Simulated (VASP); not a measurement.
Consider the following.

```xyz
4
Lattice="1.6190 -2.8041 0.0000 1.6190 2.8041 0.0000 0.0000 0.0000 5.2238" Properties=species:S:1:pos:R:3 pbc="T T T"
Zn     1.6190    -0.9347     2.6199
Zn     1.6190     0.9347     0.0080
O      1.6190    -0.9347     4.5994
O      1.6190     0.9347     1.9875
```

Method: PBEsol GGA, VASP's PBE PAW potentials (set 64) (plane waves; VASP 6.6.1). Settings: 520 eV cut-off, 18×18×10 Γ-centred mesh, Gaussian smearing of 0.010 eV, potentials Zn O.

### Question
Estimate the energy per atom (σ→0), band gap (on the k-mesh) with the smallest direct gap where there is one.

### Answer

| Quantity | Result |
|---|---|
| band gap (on the k-mesh) | 0.68 eV |
| smallest direct gap (on the k-mesh) | 0.68 eV |
| energy per atom (σ→0) | -4.853 eV/atom |

Total energies compare only between runs with the same potentials, cut-off and functional.

The compound is ZnO in the wurtzite structure. It was relaxed first.
